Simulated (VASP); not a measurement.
Output of a VASP run:

File OUTCAR:
```
 ion  position               nearest neighbor table
   1  0.999  0.999  0.001-   6 2.35   7 2.35   5 2.36   5 2.36
   2  0.970  0.512  0.018-   8 2.16   6 2.41   6 2.41   5 2.43
   3  0.512  0.970  0.018-   8 2.16   7 2.41   7 2.41   5 2.43
   4  0.518  0.518  0.965-   8 2.25   8 2.25   6 2.47   7 2.47
   5  0.126  0.126  0.248-   1 2.36   1 2.36   2 2.43   3 2.43
   6  0.125  0.624  0.251-   1 2.35   2 2.41   2 2.41   4 2.47
   7  0.624  0.125  0.251-   1 2.35   3 2.41   3 2.41   4 2.47
   8  0.626  0.626  0.248-   2 2.16   3 2.16   4 2.25   4 2.25
  LATTYP: Found a base centered orthorhombic cell.
 ALAT       =     7.6845323232
 B/A-ratio  =     1.4129114358
 C/A-ratio  =     0.5001555852
 Subroutine PRICEL returns:
 Original cell was already a primitive cell.
 Subroutine GETGRP returns: Found  4 space group operations
The static configuration has the point symmetry C_2v.
The dynamic configuration has the point symmetry C_2v.
 Subroutine INISYM returns: Found  4 space group operations
 Subroutine IBZKPT returns following result:
 Found     33 irreducible k-points:

 Following reciprocal coordinates:
            Coordinates               Weight
  0.000000  0.000000  0.000000      1.000000
  0.250000  0.000000  0.000000      4.000000
  0.500000  0.000000  0.000000      2.000000
  0.250000  0.250000  0.000000      2.000000
  0.500000  0.250000  0.000000      4.000000
 -0.250000  0.250000  0.000000      2.000000
  0.500000  0.500000  0.000000      1.000000
 -0.000000 -0.000000  0.125000      4.000000
  0.250000  0.000000  0.125000      4.000000
  0.500000  0.000000  0.125000      8.000000
 -0.250000 -0.000000  0.125000      8.000000
  0.500000  0.500000  0.125000      4.000000
 -0.250000  0.500000  0.125000      4.000000
 -0.000000 -0.000000  0.250000      4.000000
  0.250000  0.000000  0.250000      8.000000
  0.500000  0.000000  0.250000      4.000000
 -0.250000 -0.000000  0.250000      8.000000
  0.250000  0.250000  0.250000      2.000000
 -0.250000  0.250000  0.250000      4.000000
 -0.250000 -0.250000  0.250000      2.000000
  0.000000  0.000000  0.375000      4.000000
  0.250000 -0.000000  0.375000      8.000000
  0.500000  0.000000  0.375000      8.000000
 -0.250000 -0.000000  0.375000      4.000000
  0.250000  0.250000  0.375000      4.000000
  0.500000  0.250000  0.375000      4.000000
 -0.000000 -0.000000  0.500000      1.000000
  0.250000 -0.000000  0.500000      4.000000
  0.500000  0.000000  0.500000      2.000000
  0.250000  0.250000  0.500000      2.000000
  0.500000  0.250000  0.500000      4.000000
 -0.250000  0.250000  0.500000      2.000000
  0.500000  0.500000  0.500000      1.000000
   k-points           NKPTS =     33   k-points in BZ     NKDIM =     33   number of bands    NBANDS=     21
   number of dos      NEDOS =    601   number of ions     NIONS =      8
   total plane-waves  NPLWV =  70000
   dimension x,y,z NGX =    50 NGY =   50 NGZ =   28
   dimension x,y,z NGXF=   100 NGYF=  100 NGZF=   56
   ions per type =               4   3   1
   PREC   = accura    normal or accurate (medium, high low for compatibility)
   ISTART =      0    job   : 0-new  1-cont  2-samecut
   ICHARG =      2    charge: 1-file 2-atom 10-const
   ISPIN  =      1    spin polarized calculation?
   LNONCOLLINEAR =      F non collinear calculations
   LSORBIT =      F    spin-orbit coupling
   INIWAV =      1    electr: 0-lowe 1-rand  2-diag
   ENCUT  =  400.0 eV  29.40 Ry    5.42 a.u.  12.53 12.53  6.27*2*pi/ulx,y,z
   NELM   =    100;   NELMIN=  2; NELMDL= -5     # of ELM steps
   EDIFF  = 0.1E-06   stopping-criterion for ELM
   LREAL  =      F    real-space projection
   NLSPLINE    = F    spline interpolate recip. space projectors
   LMAXMIX     =    4 max onsite mixed and CHGCAR
   VOSKOWN=      0    Vosko Wilk Nusair interpolation
   EDIFFG = 0.1E-05   stopping-criterion for IOM
   NSW    =      0    number of steps for IOM
   NBLOCK =      1;   KBLOCK =      1    inner block; outer block
...
```

OSZICAR:
```
       N       E                     dE             d eps       ncg     rms          rms(c)
DAV:   1     0.110789652497E+03    0.11079E+03   -0.10564E+04  1386   0.102E+03
DAV:   2    -0.248874048731E+02   -0.13568E+03   -0.12846E+03  1857   0.174E+02
DAV:   3    -0.350415118992E+02   -0.10154E+02   -0.10081E+02  1799   0.552E+01
DAV:   4    -0.352730472187E+02   -0.23154E+00   -0.23076E+00  1887   0.952E+00
DAV:   5    -0.352786812813E+02   -0.56341E-02   -0.56309E-02  1733   0.144E+00    0.886E+00
DAV:   6    -0.347552909156E+02    0.52339E+00   -0.62373E-01  1712   0.363E+00    0.539E+00
DAV:   7    -0.345971006269E+02    0.15819E+00   -0.52420E-01  1750   0.333E+00    0.123E+00
DAV:   8    -0.345946461162E+02    0.24545E-02   -0.32381E-02  1651   0.106E+00    0.542E-01
DAV:   9    -0.345953246339E+02   -0.67852E-03   -0.88213E-03  1712   0.490E-01    0.133E-01
DAV:  10    -0.345953769841E+02   -0.52350E-04   -0.47723E-04  1651   0.134E-01    0.977E-02
DAV:  11    -0.345954507411E+02   -0.73757E-04   -0.23622E-04  1689   0.793E-02    0.250E-02
DAV:  12    -0.345954454481E+02    0.52930E-05   -0.48084E-05  1705   0.387E-02    0.117E-02
DAV:  13    -0.345954486513E+02   -0.32032E-05   -0.15949E-05  1706   0.213E-02    0.811E-03
DAV:  14    -0.345954489842E+02   -0.33298E-06   -0.11148E-06  1691   0.628E-03    0.244E-03
DAV:  15    -0.345954490592E+02   -0.74949E-07   -0.66014E-07  1686   0.389E-03
   1 F= -.34595449E+02 E0= -.34595449E+02  d E =0.000000E+00
```

### OUTCAR
```
------------------------ aborting loop because EDIFF is reached ----------------------------------------
  FORCE on cell =-STRESS in cart. coord.  units (eV):
  Direction    XX          YY          ZZ          XY          YZ          ZX
  --------------------------------------------------------------------------------------
  Total       -0.0652577     -0.0652577     -0.0604714      0.0107315      0.0000000      0.0000000
  in kB       -0.6520786     -0.6520786     -0.6042524      0.1072326      0.0000000      0.0000000
  external PRESSURE =      -0.6361365 kB  Pullay stress =       0.0000000 kB
  volume of cell :      160.34
      direct lattice vectors                 reciprocal lattice vectors
     0.000845416  5.434630332  5.428781799    -0.092016892  0.092016892  0.092101694
     5.434630332  0.000845416  5.428781799     0.092016892 -0.092016892  0.092101694
     2.717737874  2.717737874  0.000000000     0.183976536  0.183976536 -0.184203388
 POSITION                                       TOTAL-FORCE (eV/Angst)
 -----------------------------------------------------------------------------------
      5.43548      5.43548     10.85053         0.000000     -0.000000      0.013995
      2.83136      5.32185      8.04562         0.006035     -0.006035     -0.006596
      5.32185      2.83136      8.04562        -0.006035      0.006035     -0.006596
      5.43548      5.43548      5.61917         0.000000      0.000000     -0.004639
      1.35887      1.35887      1.36592         0.000000     -0.000000      0.014494
      4.07379      1.36169      4.06854         0.000156     -0.000156     -0.002185
      1.36169      4.07379      4.06854        -0.000156      0.000156     -0.002185
      4.07661      4.07661      6.79509         0.000000      0.000000     -0.006288
 -----------------------------------------------------------------------------------
    total drift:                                0.000002      0.000002      0.000098
  FREE ENERGIE OF THE ION-ELECTRON SYSTEM (eV)
  ---------------------------------------------------
  free  energy   TOTEN  =       -34.5954490592 eV

  energy  without entropy=      -34.5954490592  energy(sigma->0) =      -34.59544906

 total charge

# of ion       s       p       d       tot
------------------------------------------
    1        0.396   0.666   0.000   1.061
    2        0.371   0.588   0.000   0.959
    3        0.371   0.588   0.000   0.959
    4        0.345   0.507   0.000   0.852
    5        1.334   2.174   0.038   3.546
    6        1.333   2.166   0.035   3.535
    7        1.333   2.166   0.035   3.535
    8        1.302   2.417   0.000   3.720
--------------------------------------------------
tot          6.785  11.272   0.109  18.167

 Electric field gradients after diagonalization (V/A^2)
 (convention: |V_zz| > |V_xx| > |V_yy|)
----------------------------------------------------------------------
 ion       V_xx      V_yy      V_zz     asymmetry (V_yy - V_xx)/ V_zz
----------------------------------------------------------------------
   1       0.085     0.020    -0.105       0.623
   2       0.571     0.257    -0.828       0.380
   3       0.571     0.257    -0.828       0.380
   4      -0.253    -0.122     0.376       0.349
   5     -38.358   -25.654    64.012       0.198
   6     -61.821   -19.306    81.128       0.524
   7     -61.821   -19.306    81.128       0.524
   8     -14.227    -6.336    20.563       0.384
```
(Selected blocks of OUTCAR.)

### POSCAR
```
Be4STe3
1
    0.0008454164     5.4346303324     5.4287817990
    5.4346303324     0.0008454164     5.4287817990
    2.7177378744     2.7177378744     0.0000000000
Be Te S
4 3 1
Direct
  0.9993525915   0.9993525915   0.0012948170
  0.9701829855   0.5118479159   0.0179690985
  0.5118479159   0.9701829855   0.0179690985
  0.5175346705   0.5175346705   0.9649306590
  0.1258039902   0.1258039902   0.2483920196
  0.1251609130   0.6242780355   0.2505610515
  0.6242780355   0.1251609130   0.2505610515
  0.6258388977   0.6258388977   0.2483222045
```

Q: Write an INCAR and KPOINTS that could have produced this output.

A: One answer among several that fit: the input of the run itself, PBEsol GGA, plane waves, VASP's PBE PAW potentials (set 64).

INCAR:
```
ALGO  =  Normal
EDIFF  =  1E-7
ENCUT  =  400
GGA  =  PS
ISIF  =  2
ISMEAR  =  -5
LASPH  =  T
LCHARG  =  T
LEFG  =  T
LMAXMIX  =  4
LORBIT  =  11
LREAL  =  F
LWAVE  =  F
NEDOS  =  601
NELM  =  100
PREC  =  Accurate
SYSTEM  =  Be4STe3
```

File KPOINTS:
```
Automatic
0
G
4 4 8
0 0 0
```

POTCAR, in this order: Be Te S (PBE.64 set). Program: vasp_std.

The structure was generated: Be4STe3 was put into an ordered model structure (Amm2), which need not be its known phase. It was relaxed first.
